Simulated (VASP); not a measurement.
Here is the system:

```xyz
1
Lattice="0.0000 1.9691 1.9691 1.9691 0.0000 1.9691 1.9691 1.9691 0.0000" Properties=species:S:1:pos:R:3 pbc="T T T"
Pd     0.0000     0.0000     0.0000
```

Method: PBE GGA, VASP's PBE PAW potentials (set 64) (plane waves; VASP). Run with 480 eV cut-off, 14×14×14 Γ-centred mesh, first-order Methfessel-Paxton smearing of 0.10 eV, potentials Pd.

Energy and stress use the plane-wave basis of the starting cell.

The ions, cell shape and volume at an external pressure of 15.0 GPa are relaxed. Give the cell that the relaxation ends in.

```xyz
1
Lattice="0.0000 1.9234 1.9234 1.9234 0.0000 1.9234 1.9234 1.9234 0.0000" Properties=species:S:1:pos:R:3 pbc="T T T"
Pd     0.0000     0.0000     0.0000
```
Space group Fm-3m (225), at a tolerance of 0.03 Å.

How do energy and volume change from the first to the last step?

The energy (σ→0) changes by +46.9 meV/atom and the volume by -6.8 %, in 7 ionic steps.

```
step  E(σ→0) (eV)  max force (eV/Å)  pressure (GPa)  volume (Å³)
----  -----------  ----------------  --------------  -----------
1         -5.2058             0.000            0.54        15.27
2         -4.7599             0.000           61.68        12.42
3         -5.1627             0.000           14.31        14.27
4         -5.1597             0.000           14.85        14.24
5         -5.1578             0.000           15.20        14.22
6         -5.1608             0.000           14.65        14.25
7         -5.1589             0.000           15.02        14.23
```

The compound is Pd in the fcc structure. This run relaxes it under an external pressure of 15 GPa. Symmetry was kept, so distortions that lower it aren't found.
